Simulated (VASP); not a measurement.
Wanted: the native input for a VASP 6.6.1 run.

```
Task                   : relaxation of cell and atoms
Functional             : PBEsol
Potentials or basis    : VASP PAW PBE potentials, release 64 (Si, Ge_d, O)
Cutoff                 : 600 eV
k mesh                 : 3 × 3 × 3
Occupations            : gaussian, width 0.02 eV
Spin                   : no spin polarisation
Further INCAR settings : ALGO = Normal; EDIFF = 1e-06; IBRION = 2; EDIFFG = -0.01; NSW = 60; ISIF = 3
```

The structure of Si3GeO8 lies in POSCAR:

```
Si3GeO8
1.0
    4.2136658700      0.0000000000      0.0000000000
    0.0000000000      4.2136658700      2.7469412100
    0.0000000000     -4.2136658700      2.7469412100
Si Ge O
3 1 8
Direct
    0.5000000000      0.0000000000      0.5000000000
    0.5000000000      0.5000000000      0.0000000000
    0.0000000000      0.0000000000      0.0000000000
    0.0000000000      0.5000000000      0.5000000000
    0.6942292300      0.3471146200      0.6528853900
    0.6942292300      0.8471146200      0.1528853800
    0.8057707700      0.3471146200      0.1528853800
    0.8057707700      0.8471146200      0.6528853900
    0.3057707700      0.1528853900      0.8471146200
    0.3057707700      0.6528853900      0.3471146100
    0.1942292300      0.1528853800      0.3471146200
    0.1942292300      0.6528853900      0.8471146200
```

The cell comes from a database or a generator and needn't be the stable form of this composition.

One way to write it, as run:

INCAR

```
PREC = Accurate
ENCUT = 600
EDIFF = 1E-6
ISMEAR = 0
SIGMA = 0.02
LREAL = F
LASPH = T
NELM = 80
ALGO = Normal
ISIF = 3
LWAVE = F
LCHARG = F
GGA = PS
IBRION = 2
NSW = 60
EDIFFG = -0.01
KPAR = 4
```

KPOINTS

```
regular mesh
0
Gamma
  3 3 3
```

Potentials or basis: VASP PAW PBE potentials, release 64 (Si, Ge_d, O).

Run with:

```console
$ cat potpaw_PBE.64/Si/POTCAR potpaw_PBE.64/Ge_d/POTCAR potpaw_PBE.64/O/POTCAR > POTCAR
$ mpirun -np 4 vasp_std > vasp.out
```

Results of the run:

```yaml
Relaxed_volume: 8.23 Å³/atom
Relaxed_cell: a = 4.252 Å, b = 5.049 Å, c = 5.049 Å, α = 114.37°, β = 90.37°, γ = 89.63°
Space_group_after_relaxing_to_0.05_Å: C2/m (No. 12)
Energy_gained_by_relaxing: 38.4 meV/atom
Ionic_steps: 12
Pressure_after_relaxing: 0.0 GPa
Largest_force_after_relaxing: 0.008 eV/Å
Band_gap_on_the_k_mesh: 3.86 eV, direct
```

Caveat: the k mesh is coarse (spacing up to 0.50 Å⁻¹), so the values aren't converged; the PAW data sets were made with another functional, which shifts forces and pressure a little.

Wall time 100 s on 4 MPI ranks on Intel(R) Xeon(R) Platinum 8488C (Sapphire Rapids) (shared host), peak memory 0.26 GiB a rank.
